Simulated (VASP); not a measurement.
Input for VASP

INCAR:
```
ALGO=Normal
EDIFF=1E-6
EDIFFG=-0.02
ENCUT=620
GGA=PS
IBRION=2
ISIF=3
ISMEAR=0
ISPIN=2
LASPH=.TRUE.
LCHARG=.FALSE.
LMAXMIX=4
LORBIT=10
LREAL=.FALSE.
LWAVE=.FALSE.
MAGMOM=4.5 -4.5 -0.0 2*0.0 -0.0
NELM=100
NSW=40
PREC=Accurate
PSTRESS=300
SIGMA=0.05
SYSTEM=MnF2
```

File POSCAR:
```
MnF2
1
    4.4504242602     0.0000000000     0.0000000000
    0.0000000000     4.4504242602     0.0000000000
    0.0000000000     0.0000000000     3.1784000375
Mn F
2 4
Direct
  0.0000000000   0.0000000000   0.0000000000
  0.5000000000   0.5000000000   0.5000000000
  0.3047293508   0.3047293508   0.0000000000
  0.8047293508   0.1952706492   0.5000000000
  0.1952706492   0.8047293508   0.5000000000
  0.6952706492   0.6952706492   0.0000000000
```

**KPOINTS**
```
kpoints
0
gamma
 5 5 7
0 0 0
```

POTCAR, in this order: Mn_pv F (PBE.64 set). Program: vasp_std.

Question: Write an equivalent input for Ansatz.

Answer: One equivalent input (not run):
Ansatz 0.2 input:
```yaml
crystal:
  lattice:
    - [4.4504243, 0.0000000, 0.0000000]
    - [0.0000000, 4.4504243, 0.0000000]
    - [0.0000000, 0.0000000, 3.1784000]
  atoms:
    - { symbol: Mn, position: [0.0000000, 0.0000000, 0.0000000], spin: 4.5 }
    - { symbol: Mn, position: [0.5000000, 0.5000000, 0.5000000], spin: -4.5 }
    - { symbol: F, position: [0.3047294, 0.3047294, 0.0000000] }
    - { symbol: F, position: [0.8047294, 0.1952706, 0.5000000] }
    - { symbol: F, position: [0.1952706, 0.8047294, 0.5000000] }
    - { symbol: F, position: [0.6952706, 0.6952706, 0.0000000] }
kpoints:
  mp_grid: { grid: [5, 5, 7] }
hamiltonian:
  xc: pbesol
  pseudopotentials: { kind: paw }
magnetization: { spin_polarized: true }
scf:
  occupations: { method: gaussian, width: 0.05 }
  max_iter: 100
relax:
  max_steps: 40
  f_tol: 0.02
  cell: { p_target: 30 }
output: { forces: true, stress: true, eigenvalues: true }
```
Limits of the translation: each code has its own PAW files, so the cut-off isn't converted (ENCUT is set for VASP's; basis.ecutwfc is left out, and Ansatz then takes the one that its files recommend); Ansatz stops its SCF on the density residual and VASP on the energy change (EDIFF).

The compound is MnF2 in the rutile structure. It was relaxed first under an external pressure of 30 GPa.
